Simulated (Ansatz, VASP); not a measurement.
# Cu (generalised stacking fault on (111) of Cu) in two plane-wave programs, part 2 of 2

One calculation is typed for both programs; each brings its own data sets. How far apart do they land? The cell is taken from a series of runs on this material, whose earlier steps may have relaxed, scaled, displaced or heated it; both programs get it as it stands.

VASP 6.6.1 and Ansatz 0.2.0.

So far. Step 2 (VASP: single point, r2SCAN): The run ends at a pressure of -5.86 GPa, with forces up to 0.074 eV/Å.

## 3. Ansatz: single point, r2SCAN

Level of this step: Ansatz beside VASP: Kohn-Sham DFT, plane waves, r2SCAN (Ansatz).

Ansatz runs on its default PAW (the set named soft_2) files.

The same cell, functional, mesh and smearing now go to Ansatz, which takes its cutoff from its data sets.

The input, input.yaml:

```yaml
crystal:
  lattice:
    - [2.57034, 0.0, 0.0]
    - [-1.28516, 2.22598, 0.0]
    - [0.51407, -0.2968, 25.18402]
  atoms:
    - { symbol: Cu, position: [0.97341, 0.02659, 0.19944] }
    - { symbol: Cu, position: [0.2957, 0.7043, 0.28228] }
    - { symbol: Cu, position: [0.61794, 0.38206, 0.36547] }
    - { symbol: Cu, position: [0.94017, 0.05983, 0.44873] }
    - { symbol: Cu, position: [0.2624, 0.7376, 0.53199] }
    - { symbol: Cu, position: [0.58464, 0.41536, 0.61525] }
    - { symbol: Cu, position: [0.90687, 0.09313, 0.6985] }
    - { symbol: Cu, position: [0.2291, 0.7709, 0.78176] }
    - { symbol: Cu, position: [0.55133, 0.44867, 0.86501] }
    - { symbol: Cu, position: [0.87356, 0.12644, 0.94827] }
    - { symbol: Cu, position: [0.19582, 0.80418, 0.03147] }
    - { symbol: Cu, position: [0.51809, 0.48191, 0.11431] }
kpoints:
  mp_grid: { grid: [12, 12, 1] }
hamiltonian:
  xc: r2scan
scf:
  occupations: { method: fermi_dirac, width: 0.1 }
output:
  forces: true
```

On the command line:

```bash
$ ansatz run input.yaml --threads 6 --pin off --max-ram 102400MiB --backend cuda --events-out ev --progress --plain --runs-dir out
```

Numbers of over 12 decimals in the logs are rounded to 6 here.

Log:

```text
Warning: at least one further symmetry operation maps every atom of the structure, as the run holds it, onto an atom to within 2.15e-5 (fractional), and is not used: no operation is sought that the atoms, as the run holds them, miss by more than 2.00e-5, twice crystal.symmetry.tolerance (1.0e-5). The run uses 2 unitary operations. The run imposes no operation that its atoms and lattice do not hold. Figures that only  [...]
Engine: ansatz 0.2.0, x86_64-unknown-linux-gnu
Pseudopotentials: kind: paw
Pseudopotential: Cu, paw, valence charge 19, recommended cutoff 500 eV (meta_gga), Cu.paw.azcp
Functional definition: r2SCAN
  parameter k0 = 0.174
  parameter k1 = 0.065
  parameter a1 = 4.9479
  exchange = r2scan_x(k0 = k0, k1 = k1, a1 = a1)
  correlation = r2scan_c
device memory: the entry about to start is reckoned to put 7.2 GiB on a device that reports 70.1 GiB free
GPU FFT provider: cuFFT
GPU libraries: cuBLAS 13.8.2, cuFFT 12.4.0, cuSOLVER 12.3.4
Crystal: 12 atoms, lattice volume = 144.091 Å³
Basis set: ecut = 500 eV, 3699 PW (Γ), exchange–correlation on 80×80×768 points (64 copies of the dense FFT grid, shifted against one another)
Bands: 127, of which v1, the nominal top of the filled ones, is band 114 counted from 1 (113 counted from 0)
Symmetry: 2 space group operations
Space group: Cm (ITA 8), of the structure as read, at distance tolerance 5.2e-5 Å
k-points: 43 of 144 (time reversal used)
Non-local potential: Cu, projectors of the file, l = 0: 3, l = 1: 2, l = 2: 3, l = 3: 1
PAW form: soft (Blöchl's): semilocal exchange-correlation on the pseudo side does not see the compensation charge
PAW frozen core: Cu, regenerated for the run's functional (the file was generated under x = pbe(κ = 0.804, μ = 0.219515), c = pbe(β = 0.066725))
PAW one-centre angular grid: Cu, 590 points (default); XC on 160 Gauss nodes
Initial density: superposition of atomic densities (neutral atoms: chi_scale 0, normalization atom), corrected by the library's trained network
Initial wavefunctions: pseudopotential atomic-orbital guess
GPU buffer pool allocated for 76800 grid points (all kernels)
GPU transforms: local potential and band sums: pruned to the plane-wave sphere, on 20×20×192
Functional: x = r2scan, c = r2scan; τ floored in thin density (d = 2e-4 eV/Å³)
SCF iter   1: F=—  HF=-79574.906635 eV  |F-HF|=—  |Δ(HF+E_count)|=         —  Δρ=3.99e-2  dr2=1.26e0  dr2_τ=1.06e-2  ethr=1.77e-3  ⟨swp⟩=3.8  Hψ=15765  notcnv=0  defer=56
preconditioner: auto → Kerker (q_TF=auto, 2.945 Å⁻¹)  [metal: Δε(μ)=0.009 eV  Ē_g=8.113 eV  σ=0.100 eV  W_gap=0.02  n_scr=64 (ndim 8)  ℏωp=35.5 eV  f_vac=0.000  D(μ)=4.24/eV (n_scr^D=18)]
SCF iter   2: F=—  HF=-79574.775892 eV  |F-HF|=—  |Δ(HF+E_count)|=   1.31e-1  Δρ=1.20e-2  dr2=7.64e-2  dr2_τ=1.45e-2  ethr=5.55e-4  ⟨swp⟩=2.0  Hψ=9638  notcnv=0  defer=127
SCF iter   3: F=—  HF=-79574.701117 eV  |F-HF|=—  |Δ(HF+E_count)|=   7.48e-2  Δρ=9.10e-3  dr2=8.05e-2  dr2_τ=5.14e-4  ethr=3.35e-5  ⟨swp⟩=2.0  Hψ=10668  notcnv=0  defer=127
SCF iter   4: F=—  HF=-79574.680199 eV  |F-HF|=—  |Δ(HF+E_count)|=   2.09e-2  Δρ=1.46e-3  dr2=2.67e-3  dr2_τ=1.44e-4  ethr=3.35e-5  ⟨swp⟩=1.4  Hψ=6455  notcnv=0  defer=127
SCF iter   5: F=—  HF=-79574.685014 eV  |F-HF|=—  |Δ(HF+E_count)|=   4.82e-3  Δρ=1.40e-3  dr2=3.55e-3  dr2_τ=1.44e-5  ethr=1.17e-6  ⟨swp⟩=2.0  Hψ=10252  notcnv=0  defer=127
SCF iter   6: F=—  HF=-79574.687633 eV  |F-HF|=—  |Δ(HF+E_count)|=   2.62e-3  Δρ=3.88e-4  dr2=3.25e-4  dr2_τ=2.02e-6  ethr=1.17e-6  ⟨swp⟩=2.2  Hψ=7259  notcnv=0  defer=127
SCF iter   7: F=—  HF=-79574.679700 eV  |F-HF|=—  |Δ(HF+E_count)|=   7.93e-3  Δρ=1.30e-4  dr2=4.32e-5  dr2_τ=1.35e-7  ethr=1.42e-7  ⟨swp⟩=1.9  Hψ=6137  notcnv=0  defer=127
SCF iter   8: F=—  HF=-79574.681757 eV  |F-HF|=—  |Δ(HF+E_count)|=   2.06e-3  Δρ=1.20e-4  dr2=2.78e-5  dr2_τ=7.68e-8  ethr=1.90e-8  ⟨swp⟩=2.0  Hψ=8163  notcnv=0  defer=127
SCF iter   9: F=—  HF=-79574.681755 eV  |F-HF|=—  |Δ(HF+E_count)|=   1.86e-6  Δρ=2.90e-5  dr2=9.65e-7  dr2_τ=1.20e-8  ethr=1.22e-8  ⟨swp⟩=2.2  Hψ=7193  notcnv=0  defer=127
SCF iter  10: F=—  HF=-79574.681756 eV  |F-HF|=—  |Δ(HF+E_count)|=   4.65e-7  Δρ=2.00e-5  dr2=7.28e-7  dr2_τ=2.83e-9  ethr=4.23e-10  ⟨swp⟩=2.0  Hψ=8194  notcnv=0  defer=127
SCF iter  11: F=—  HF=-79574.681756 eV  |F-HF|=—  |Δ(HF+E_count)|=   5.60e-8  Δρ=7.33e-6  dr2=1.43e-7  dr2_τ=4.08e-10  ethr=3.19e-10  ⟨swp⟩=2.0  Hψ=7858  notcnv=0  defer=127
SCF iter  12: F=-79574.681756 eV  HF=-79574.681756 eV  |F-HF|=6.51e-8  |Δ(HF+E_count)|=   9.20e-9  Δρ=7.35e-6  dr2=5.94e-8  dr2_τ=3.67e-10  ethr=4.39e-11  ⟨swp⟩=4.0  Hψ=17738  notcnv=0
SCF 1 converged in 12 iterations: F = -79574.681756 eV  dr2 = 5.94e-8
  greatest PAW one-centre occupation: 1.000 electrons in one spin orbital (limit 2), on the Cu atom at site 11 (counted from 0), in its partial waves of l = 0
SCF converged after 12 iterations
Free energy (F): -79574.681756 eV
Harris-Foulkes:  -79574.681756 eV  (|F-HF|=6.51e-8)
Internal energy: -79574.540672 eV  (E = F + TS)
E sigma→0 (E₀):  -79574.611214 eV
Entropy (-TS):   -0.141083 eV (-11.757 meV/atom)
Fermi energy:    16.145161 eV
--- Per-component energies (eV) ---
  E_band       = -4705.336399
  E_kinetic    = 3593.013887
  E_local      = -49113.106154  (includes V_loc(G=0)·N_el)
  E_nonlocal   = 4750.063069
  E_hartree    = 21676.769217
  E_xc         = -1001.799393
  E_vxc        = -1490.217079  (∫ρ·V_xc dr)
  E_paw        = -20144.007053  (= ΣΔE_a)
  E_vpaw       = -5905.848373  (= ΣTr[D̂ρ^β])
  E_aug_tail   = 0.001692  (compensation charges beyond the density's cutoff)
  E_vtau       = 107.197103  (kinetic-family band-sum trace: ∫τ·v_τ [+ j·A + Jᵃ·Aᵃ] dr)
  E_ewald      = -39331.862641
  E_core_change = -3.613296  (= ΣΔE_core)
  E_smearing   = -0.141083  (= −TS)
  E_closure    = 0.000000  (closes the sum)
  Σ components = -79574.681756   (vs F -79574.681756, Δ=0.00e0)
--- Forces (eV/Å), atoms counted from 1 ---
  atom   1  Cu    -0.06417827     0.03705354    -0.00106817
  atom   2  Cu     0.00475445    -0.00274500     0.03511593
  atom   3  Cu    -0.00276262     0.00159501     0.00521074
  atom   4  Cu    -0.00095150     0.00054935    -0.00063013
  atom   5  Cu     0.00111857    -0.00064581    -0.00002507
  atom   6  Cu    -0.00006245     0.00003605    -0.00043563
  atom   7  Cu     0.00003488    -0.00002014     0.00038868
  atom   8  Cu    -0.00109383     0.00063153    -0.00078538
  atom   9  Cu     0.00095311    -0.00055028     0.00148805
  atom  10  Cu     0.00282229    -0.00162946    -0.00434838
  atom  11  Cu    -0.00487007     0.00281175    -0.03593274
  atom  12  Cu     0.06423544    -0.03708654     0.00102198
  max |Σ_I F_I| component: 1.08e-7 eV/Å
```

## 4. Side by side

Known differences besides the potentials themselves: VASP keeps PBE cores, Ansatz makes them for the functional; the data sets hold 228 valence electrons in Ansatz (on its default PAW (the set named soft_2) files) and 132 in VASP; the cutoff is 500 eV in Ansatz and 580 eV in VASP. Total energies have different zeros and are not compared.

At this near-relaxed geometry the largest component of a force difference is 4 meV/Å.

## 5. What came out

- r.m.s. force difference (single point, r2SCAN): 1.5 meV/Å

The r.m.s. force difference is 1.5 meV/Å (single point, r2SCAN), within the 12 meV/Å picked in this series as the mark of a large difference. The data sets hold unlike numbers of valence electrons (228 in Ansatz and 132 in VASP), so part of the differences comes from the potentials. How closely two codes agree says nothing of how well the functional describes the real material.

[Lines on the potential files, build, host, timing and source positions are cut from VASP's logs without a mark.]

[Logs are printed without paths, hosts, clocks, repeated set-up lines and the standing remarks that a program may print on its own settings, such as how far it seeks lower states.]

[Hosts, paths, dates, database ids (printed as entryN), source tags and the programs' standing remarks are cut or masked in the printed files.]
